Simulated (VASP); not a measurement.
Here is the system:

```
CELL_PARAMETERS angstrom
      0.00000     2.90951     2.90951
      2.90951     0.00000     2.90951
      2.90951     2.90951     0.00000
ATOMIC_POSITIONS crystal
  Yb 0.50000 0.50000 0.50000
  Se 0.00000 0.00000 0.00000
```

All values below come from SCAN meta-GGA, VASP's PBE PAW potentials (set 64) (plane waves; VASP). Run with 400 eV cut-off, 9×9×9 Γ-centred mesh, tetrahedra with Blöchl corrections, potentials Yb_2 Se.

The 4f electrons are frozen in the core of the lanthanide potential, so 4f levels, which can set the real gap, and their magnetism are missing.

Task: What does the run give for the energy per atom (σ→0), band gap (over mesh and band path) with the smallest direct gap where there is one?

Result: 
```json
{
 "band gap (over mesh and band path)": "2.20 eV",
 "smallest direct gap (over mesh and band path)": "3.06 eV",
 "energy per atom (σ→0)": "-37.700 eV/atom"
}
```

The structure comes from a measured YbSe entry (Fm-3m) of the Crystallography Open Database, whose conditions weren't checked. It was relaxed first, which changed the volume by -6 %.
